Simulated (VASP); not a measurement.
Energy against volume of MgH2 (rutile). Computed with vdW-DF2, VASP's PBE PAW potentials (set 64) (plane waves; VASP). Settings: 520 eV cut-off, 5×5×7 Γ-centred mesh, Gaussian smearing of 0.050 eV, potentials Mg H.

Shape and ions are relaxed at each volume.

```tsv
V (Å³/atom)	E (eV/atom)
9.629	-2.65891
9.936	-2.66416
10.243	-2.66607
10.550	-2.66507
```

Q: Fit these four points and predict the energy of the run at 10.858 Å³/atom.

A: A cubic in V^(−2/3), the third-order Birch-Murnaghan form, passes through the four points with V0 = 10.28 Å³/atom and B0 = 50 GPa, and gives -2.6615 eV/atom there. The run gave -2.6615 eV/atom, -0.0 meV/atom from the fit; all five points give B0 = 50 GPa.

The compound is MgH2 in the rutile structure. It was relaxed first.
